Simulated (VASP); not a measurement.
VASP input:

INCAR:
```
! general
SYSTEM =ScTe
PREC   =Accurate
ENCUT  =300
LREAL  =.FALSE.
LASPH  =.TRUE.

! electronic loop
EDIFF  =1E-6
NELM   =100
ALGO   =Normal
LMAXMIX=4

! smearing
ISMEAR =0
SIGMA  =0.1

! functional
GGA    =PE

! ions
ISIF   =2

! output
LWAVE  =.FALSE.
LCHARG =.FALSE.
```

**POSCAR**
```
ScTe
1
   -1.8912600000     1.8912600000     6.4028750000
    1.8912600000    -1.8912600000     6.4028750000
    1.8912600000     1.8912600000    -6.4028750000
Sc Te
2 2
Direct
  0.7500000000   0.7500000000   0.0000000000
  0.5000000000   0.0000000000   0.5000000000
  0.1660000000   0.1660000000   0.0000000000
  0.9160000000   0.4160000000   0.5000000000
```

**KPOINTS**
```
Regular mesh
0
Gamma
 5 5 5
```

POTCAR, in this order: Sc_sv Te (PBE.64 set). Program: vasp_std.

Task: Translate this PBE calculation to Quantum ESPRESSO's pw.x.

Result: One equivalent input (not run):
```
&CONTROL
  calculation = 'scf'
  pseudo_dir = './pseudo'
  outdir = './out'
  tprnfor = .true.
  tstress = .true.
/
&SYSTEM
  ibrav = 0
  nat = 4
  ntyp = 2
  ecutwfc = 82.3
  occupations = 'smearing'
  smearing = 'gaussian'
  degauss = 0.00735
  input_dft = 'pbe'
/
&ELECTRONS
  conv_thr = 7.3e-08
  electron_maxstep = 100
/
ATOMIC_SPECIES
  Sc 44.956 Sc.upf
  Te 127.600 Te.upf
CELL_PARAMETERS angstrom
    -1.8912600    1.8912600    6.4028750
     1.8912600   -1.8912600    6.4028750
     1.8912600    1.8912600   -6.4028750
ATOMIC_POSITIONS crystal
  Sc   0.7500000  0.7500000  0.0000000
  Sc   0.5000000  0.0000000  0.5000000
  Te   0.1660000  0.1660000  0.0000000
  Te   0.9160000  0.4160000  0.5000000
K_POINTS automatic
  5 5 5 0 0 0
```
Limits of the translation: the potentials are each code's own (VASP's PAW set, PseudoDojo norm-conserving files in pw.x), so ENCUT and ecutwfc are chosen apart and not converted; conv_thr bounds pw.x's estimated SCF error, while EDIFF bounds the energy change between steps.

The structure was generated: ScTe was put into an ordered model structure, which need not be its known phase. The cell was not relaxed at this level, and its volume differs by -5.9 % from the start's. The k-mesh is coarse (spacing up to 0.47 per Å, 2π included), so the numbers may not be converged in it.
